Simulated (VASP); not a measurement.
InAs:

```
In As
1.0
     0.00000    3.01800    3.01800
     3.01800    0.00000    3.01800
     3.01800    3.01800    0.00000
In As
1 1
Direct
  0.00000 0.00000 0.00000
  0.25000 0.25000 0.25000
```

| Item | Value |
| --- | --- |
| Program | VASP 6.6.1 |
| Task | relaxation of cell and atoms |
| Functional | PBE |
| Potentials or basis | VASP PAW PBE potentials, release 64 (In_d, As) |
| Cutoff | 600 eV |
| k mesh | 10 × 10 × 10 |
| Occupations | gaussian, width 0.03 eV |
| Spin | no spin polarisation |

At the start: pressure 4.4 GPa; volume 27.49 Å³/atom.

Task: Where does the relaxation end?

Result: Over 3 steps the energy falls by 27.1 meV/atom and the volume is 29.62 Å³/atom (+7.8 %); space group F-43m (No. 216, to 0.05 Å).

Step by step:
```csv
step,energy change (eV),largest force (eV/Å),pressure (GPa),volume (Å³)
1,0.0000,0.0000,4.37,54.98
2,-0.0455,0.0000,-1.45,61.16
3,-0.0543,0.0000,0.03,59.24
```

Final structure:
```yaml
crystal:
  lattice:
    - [0.00000, 3.09413, 3.09413]
    - [3.09413, 0.00000, 3.09413]
    - [3.09413, 3.09413, 0.00000]
  atoms:
    - { symbol: In, position: [0.00000, 0.00000, 0.00000] }
    - { symbol: As, position: [0.25000, 0.25000, 0.25000] }
```
